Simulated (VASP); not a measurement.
# ZrB4C (F-43m) in VASP: further runs

The runs below take ZrB4C through single point, relaxation of the atoms, with r2SCAN+rVV10, PBEsol+D3+U.

Everything below comes from runs of VASP 6.6.1. Logs are shortened: lines on timing, memory, paths and dates and some standing lists are left out, and cuts for length are marked.

**1. Starting point**

The structure is cubic, space group F-43m (No. 216). Conventional cell: a = 5.963 Å, b = 5.963 Å, c = 5.963 Å, α = 90.00°, β = 90.00°, γ = 90.00°. Zr (site symmetry -43m) is surrounded by 12 B at 2.50 Å and 4 C at 2.58 Å. Around B (site symmetry 3m) lie 3 B at 1.85 Å. Around C (site symmetry -43m) lie 12 B at 2.45 Å and 4 Zr at 2.58 Å.

The cell was built by a generator and needn't be a form met in nature.

**2. Single point, r2SCAN+rVV10**

The input, run.py:

```python
from ase.calculators.vasp import Vasp
from ase.dft.bandgap import bandgap
from ase.spacegroup import crystal

atoms = crystal(
    ['Zr', 'B', 'C'],
    basis=[[0.25, 0.25, 0.75], [0.3595566667, 0.1404433333, 0.1404433333], [0.0, 0.0, 0.0]],
    spacegroup=216,
    setting=1,
    cellpar=[5.96332, 5.96332, 5.96332, 90.0, 90.0, 90.0],
    primitive_cell=True,
)
calc = Vasp(
    directory='calc',
    xc='r2scan+rvv10',
    pp='PBE',
    setups='recommended',
    pp_version='54',
    prec='Accurate',
    encut=520,
    ediff=1e-06,
    ismear=-5,
    sigma=0.05,
    lreal=False,
    lasph=True,
    nelm=60,
    algo='Normal',
    isif=2,
    lwave=False,
    lcharg=False,
    lmixtau=True,
    kpts=[8, 8, 8],
    gamma=True,
)
atoms.calc = calc

print('energy (eV):', atoms.get_potential_energy())
print('free energy (eV):', atoms.get_potential_energy(force_consistent=True))
print('forces (eV/A):')
print(atoms.get_forces())
print('stress (eV/A^3, Voigt):', atoms.get_stress())
print('Fermi level (eV):', calc.get_fermi_level())
gap, top, bottom = bandgap(calc)
print('band gap (eV):', gap, 'from (spin, k, band)', top, 'to', bottom)
```

Potentials or basis: VASP PAW PBE potentials, release 54 (Zr_sv, B, C).

Command:

```console
$ python run.py
```

The program printed:

```text
<dir> UserWarning: vdW has been enabled, however no location for the vdw_kernel.bindat file has been specified. Set ASE_VASP_VDW environment variable to copy the vdW kernel.
  warnings.warn(
energy (eV): -54.5539097
free energy (eV): -54.5539097
forces (eV/A):
[[-0.         -0.         -0.        ]
 [-0.00223694  0.00223694  0.00223694]
 [ 0.00223694 -0.00223694  0.00223694]
 [ 0.00223694  0.00223694 -0.00223694]
 [-0.00223694 -0.00223694 -0.00223694]
 [-0.         -0.         -0.        ]]
stress (eV/A^3, Voigt): [ 0.00112155  0.00112155  0.00112155  0.         -0.         -0.        ]
Fermi level (eV): 8.5689969
band gap (eV): 0.0 from (spin, k, band) (None, None, None) to (None, None, None)
```

OUTCAR:

```text
ENCUT = 520.000000
   BPARAM = 11.950000
   EDIFF = 1.00e-06
   METAGGA = R2SCAN
   PREC = Accurate
   ISIF = 2
   ISMEAR = -5
   NELM = 60
   LASPH = .TRUE.
   LREAL = .FALSE.

 ion  position               nearest neighbor table
   1  0.750  0.750  0.750-   2 2.50   3 2.50   4 2.50   5 2.50   5 2.50   5 2.50   2 2.50   3 2.50
                             3 2.50   2 2.50   4 2.50   4 2.50   6 2.58   6 2.58   6 2.58   6 2.58
   2  0.921  0.360  0.360-   3 1.85   4 1.85   5 1.85   1 2.50   1 2.50   1 2.50
   3  0.360  0.921  0.360-   2 1.85   4 1.85   5 1.85   1 2.50   1 2.50   1 2.50
   4  0.360  0.360  0.921-   2 1.85   3 1.85   5 1.85   1 2.50   1 2.50   1 2.50
   5  0.360  0.360  0.360-   2 1.85   3 1.85   4 1.85   1 2.50   1 2.50   1 2.50
   6  0.000  0.000  0.000-   1 2.58   1 2.58   1 2.58   1 2.58

  LATTYP: Found a face centered cubic cell.
 ALAT       =     5.9633200000

  Lattice vectors:

 A1 = (   0.0000000000,   2.9816600000,   2.9816600000)
 A2 = (   2.9816600000,   0.0000000000,   2.9816600000)
 A3 = (   2.9816600000,   2.9816600000,   0.0000000000)

Analysis of symmetry for initial positions (statically):
=====================================================================
 Subroutine PRICEL returns:
 Original cell was already a primitive cell.

 Routine SETGRP: Setting up the symmetry group for a
 face centered cubic supercell.

 Subroutine GETGRP returns: Found 24 space group operations
 (whereof 24 operations were pure point group operations)
 out of a pool of 48 trial point group operations.

The static configuration has the point symmetry T_d .

Analysis of symmetry for dynamics (positions and initial velocities):
=====================================================================
 Subroutine PRICEL returns:
 Original cell was already a primitive cell.

 Routine SETGRP: Setting up the symmetry group for a
 face centered cubic supercell.

 Subroutine GETGRP returns: Found 24 space group operations
 (whereof 24 operations were pure point group operations)
 out of a pool of 48 trial point group operations.

The dynamic configuration has the point symmetry T_d .

 Subroutine INISYM returns: Found 24 space group operations
 (whereof 24 operations are pure point group operations),
 and found     1 'primitive' translations

----------------------------------------------------------------------------------------

                                     Primitive cell

  volume of cell :      53.0157

  direct lattice vectors                    reciprocal lattice vectors
     0.000000000  2.981660000  2.981660000    -0.167691823  0.167691823  0.167691823
     2.981660000  0.000000000  2.981660000     0.167691823 -0.167691823  0.167691823
     2.981660000  2.981660000  0.000000000     0.167691823  0.167691823 -0.167691823

  length of vectors
     4.216704010  4.216704010  4.216704010     0.290450757  0.290450757  0.290450757

  position of ions in fractional coordinates (direct lattice)
     0.750000000  0.750000000  0.750000000
     0.921330000  0.359556667  0.359556667
     0.359556667  0.921330000  0.359556667
     0.359556667  0.359556667  0.921330000
     0.359556667  0.359556667  0.359556667
     0.000000000  0.000000000  0.000000000

  ion indices of the primitive-cell ions
   primitive index   ion index
                 1           1
                 2           2
                 3           3
                 4           4
                 5           5
                 6           6

----------------------------------------------------------------------------------------

 KPOINTS: KPOINTS created by Atomic Simulation Env

Automatic generation of k-mesh.
 Grid dimensions read from file:
 generate k-points for:    8    8    8

 Generating k-lattice:

  Cartesian coordinates                     Fractional coordinates (reciprocal lattice)
    -0.020961478  0.020961478  0.020961478     0.125000000  0.000000000  0.000000000
     0.020961478 -0.020961478  0.020961478     0.000000000  0.125000000  0.000000000
     0.020961478  0.020961478 -0.020961478     0.000000000  0.000000000  0.125000000

  Length of vectors
     0.036306345  0.036306345  0.036306345

  Shift w.r.t. Gamma in fractional coordinates (k-lattice)
     0.000000000  0.000000000  0.000000000

 TETIRR: Found     76 inequivalent tetrahedra from     3072

 Subroutine IBZKPT returns following result:
 ===========================================

 Found     29 irreducible k-points:

 Following reciprocal coordinates:
            Coordinates               Weight
  0.000000  0.000000  0.000000      1.000000
  0.125000  0.000000  0.000000      8.000000
  0.250000  0.000000  0.000000      8.000000
  0.375000  0.000000  0.000000      8.000000
  0.500000  0.000000  0.000000      4.000000
  0.125000  0.125000  0.000000      6.000000
[... 16 lines left out ...]
  0.500000  0.250000  0.125000     48.000000
 -0.375000  0.250000  0.125000     24.000000
 [... further k-points ...]
   k-points           NKPTS =     29   k-points in BZ     NKDIM =     29   number of bands    NBANDS=     18
   number of dos      NEDOS =    301   number of ions     NIONS =      6
   total plane-waves  NPLWV =  32768
   dimension x,y,z NGX =    32 NGY =   32 NGZ =   32
   dimension x,y,z NGXF=    64 NGYF=   64 NGZF=   64
   ions per type =               1   4   1
   NGX,Y,Z   is equivalent  to a cutoff of  12.62, 12.62, 12.62 a.u.
   NGXF,Y,Z  is equivalent  to a cutoff of  25.23, 25.23, 25.23 a.u.
 SYSTEM =  unknown system
   PREC   = accura    normal or accurate (medium, high low for compatibility)
   ISTART =      0    job   : 0-new  1-cont  2-samecut
   ICHARG =      2    charge: 1-file 2-atom 10-const
   ISPIN  =      1    spin polarized calculation?
   LNONCOLLINEAR =      F non collinear calculations
   LSORBIT =      F    spin-orbit coupling
   LASPH  =      T    aspherical Exc in radial PAW
   ENCUT  =  520.0 eV  38.22 Ry    6.18 a.u.   7.84  7.84  7.84*2*pi/ulx,y,z
   NELM   =     60;   NELMIN=  2; NELMDL= -5     # of ELM steps
   EDIFF  = 0.1E-05   stopping-criterion for ELM
   LREAL  =      F    real-space projection
   EDIFFG = 0.1E-04   stopping-criterion for IOM
   NSW    =      0    number of steps for IOM
   IBRION =     -1    ionic relax: 0-MD 1-quasi-New 2-CG
   NFREE  =      0    steps in history (QN), initial steepest desc. (CG)
   ISIF   =      2    stress and relaxation
   ISYM   =      2    0-nonsym 1-usesym 2-fastsym
   POTIM  = 0.5000    time-step for ionic-motion
   TEBEG  =    0.0;   TEEND  =   0.0 temperature during run
   PSTRESS=    0.0 pullay stress
   NELECT =      28.0000    total number of electrons
   NUPDOWN=      -1.0000    fix difference up-down
   EMIN   =  10.00;   EMAX   =-10.00  energy-range for DOS
   EFERMI =   0.00;   METHOD = LEGACY
   ISMEAR =    -5;   SIGMA  =   0.05  broadening in eV -4-tet -1-fermi 0-gaus
   EFERMI_NEDOS =   21; number of points for ismear=-14 and -15
   IALGO  =     38    algorithm
   IMIX   =      4    mixing-type and parameters
     AMIX     =   0.40;   BMIX     =  1.00
     AMIX_MAG =   1.60;   BMIX_MAG =  1.00
  volume/ion in A,a.u.               =       8.84        59.63
  Fermi-wavevector in a.u.,A,eV,Ry     =   1.323303  2.500681 23.825592  1.751132
  Thomas-Fermi vector in A             =   2.452921
   LORBIT       =      0    0 simple, 1 ext, 2 COOP (PROOUT), +10 PAW based schemes
   METAGGA = R2SCAN    functional components
   LHFCALC =     F    Hartree Fock is set to
   AEXX    =    0.0000 exact exchange contribution
   IVDW_NL    =     2    kernel type
   BPARAM     =11.9500
   IVDW    =     0    specifies the selected vdW correction
   LEPSILON=     F    determine dielectric tensor
   LRPA    =     F    only Hartree local field effects (RPA)
 non-spin polarized calculation
 Fermi weights with tetrahedron method with Bloechl corrections
  energy-cutoff  :      520.00
  volume of cell :       53.02
 maximum number of plane-waves:      1458
   NGX = 15   NGY = 15   NGZ = 15

 number of electron      27.9999999 magnetization

 Free energy of the ion-electron system (eV)
  ---------------------------------------------------
  ext. energy  EPLUGINS =         0.00000000
  ---------------------------------------------------
  free energy    TOTEN  =       -54.55390970 eV

  energy without entropy =      -54.55390970  energy(sigma->0) =      -54.55390970

 E-fermi :   8.5690     XC(G=0): -13.3337

 val. band max:        8.6363693551   @ k =   0.3750   0.2500   0.0000
 cond. band min:       8.5249790327   @ k =   0.3750   0.0000   0.0000
 fundamental gap:     -0.1113903224
 Fermi energy:         8.5689969022

 k-point     1 :       0.0000    0.0000    0.0000
  band No.  band energies     occupation
      1     -40.5934      2.00000
      2     -18.1131      2.00000
      3     -18.1131      2.00000
      4     -18.1131      2.00000
      5      -6.9617      2.00000
      6       0.5275      2.00000
[... 10 lines left out ...]
     17      10.6762      0.00000
     18      10.6762      0.00000

 k-point     2 :       0.1250    0.0000    0.0000
  band No.  band energies     occupation
      1     -40.5924      2.00000
      2     -18.1394      2.00000
      3     -18.1164      2.00000
      4     -18.1164      2.00000
      5      -6.7707      2.00000
      6      -0.0686      2.00000
[... 10 lines left out ...]
     17      10.6609      0.00000
     18      10.6609      0.00000
[... 442 lines left out ...]
 k-point    24 :      -0.3750    0.2500    0.1250
  band No.  band energies     occupation
      1     -40.5854      2.00000
      2     -18.2626      2.00000
      3     -18.1803      2.00000
      4     -18.1495      2.00000
      5      -4.6937      2.00000
      6      -3.1653      2.00000
[... 10 lines left out ...]
     17      11.9490      0.00000
     18      12.9837      0.00000

 [... further k-points ...]

------------------------ aborting loop because EDIFF is reached ----------------------------------------

  FORCE on cell =-STRESS in cart. coord.  units (eV):
  Direction    XX          YY          ZZ          XY          YZ          ZX
  --------------------------------------------------------------------------------------
  -------------------------------------------------------------------------------------
  Total       -0.0594600     -0.0594600     -0.0594600      0.0000000      0.0000000      0.0000000
  in kB       -1.7969291     -1.7969291     -1.7969291      0.0000000      0.0000000      0.0000000
  external PRESSURE =      -1.7969291 kB  Pullay stress =       0.0000000 kB

 VOLUME and BASIS-vectors are now :
 -----------------------------------------------------------------------------
  energy-cutoff  :      520.00
  volume of cell :       53.02
      direct lattice vectors                 reciprocal lattice vectors
     0.000000000  2.981660000  2.981660000    -0.167691823  0.167691823  0.167691823
     2.981660000  0.000000000  2.981660000     0.167691823 -0.167691823  0.167691823
     2.981660000  2.981660000  0.000000000     0.167691823  0.167691823 -0.167691823

 POSITION                                       TOTAL-FORCE (eV/Angst)
 -----------------------------------------------------------------------------------
      4.47249      4.47249      4.47249        -0.000000     -0.000000     -0.000000
      2.14415      3.81917      3.81917        -0.002237      0.002237      0.002237
      3.81917      2.14415      3.81917         0.002237     -0.002237      0.002237
      3.81917      3.81917      2.14415         0.002237      0.002237     -0.002237
      2.14415      2.14415      2.14415        -0.002237     -0.002237     -0.002237
      0.00000      0.00000      0.00000        -0.000000     -0.000000     -0.000000
 -----------------------------------------------------------------------------------
    total drift:                                0.000000      0.000000      0.000000

  FREE ENERGIE OF THE ION-ELECTRON SYSTEM (eV)
  ---------------------------------------------------
  free  energy   TOTEN  =       -54.5539096951 eV

  energy  without entropy=      -54.5539096951  energy(sigma->0) =      -54.55390970
```

INCAR:

```text
ENCUT = 520.000000
SIGMA = 0.050000
BPARAM = 11.950000
CPARAM = 0.009300
EDIFF = 1.00e-06
ALGO = Normal
METAGGA = R2SCAN
PREC = Accurate
ISIF = 2
ISMEAR = -5
NELM = 60
LASPH = .TRUE.
LCHARG = .FALSE.
LUSE_VDW = .TRUE.
LWAVE = .FALSE.
LMIXTAU = .TRUE.
LREAL = .FALSE.
```

It took 3.5 min on 1 thread of Intel Xeon Platinum 8375C at 2.90GHz (Ice Lake), shared host; peak memory 0.33 GiB.

What came out:

```yaml
Free_energy: -54.5539 eV
Pressure: -0.2 GPa
Largest_force: 0.004 eV/Å
Band_gap_on_the_k_mesh: none (metal or under the smearing width)
```

Forces on the atoms (eV/Å):
```
Zr   0.000  0.000  0.000
B   -0.002  0.002  0.002
B    0.002 -0.002  0.002
B    0.002  0.002 -0.002
B   -0.002 -0.002 -0.002
C    0.000  0.000  0.000
```

Levels at points of the mesh, in eV from the Fermi level:
| k point | band 11 | band 12 | band 13 | band 14 | band 15 | band 16 | band 17 | band 18 |
| --- | --- | --- | --- | --- | --- | --- | --- | --- |
| (0.00, 0.00, 0.00) | -3.16 | -3.16 | -2.87 | -2.87 | -2.87 | 2.11 | 2.11 | 2.11 |
| (0.50, 0.00, 0.00) | -2.63 | -2.63 | -0.82 | -0.82 | 0.33 | 2.90 | 2.90 | 4.29 |
| (0.50, 0.50, 0.00) | -1.13 | -0.78 | 0.25 | 0.34 | 0.34 | 2.66 | 2.76 | 2.76 |

Caveat: the PAW data sets were made with another functional, which shifts forces and pressure a little; pairwise dispersion overbinds metals, which lowers pressure and volume; tetrahedron occupations give inexact forces and stress in metals.

(Continued in part 2 of 2.)
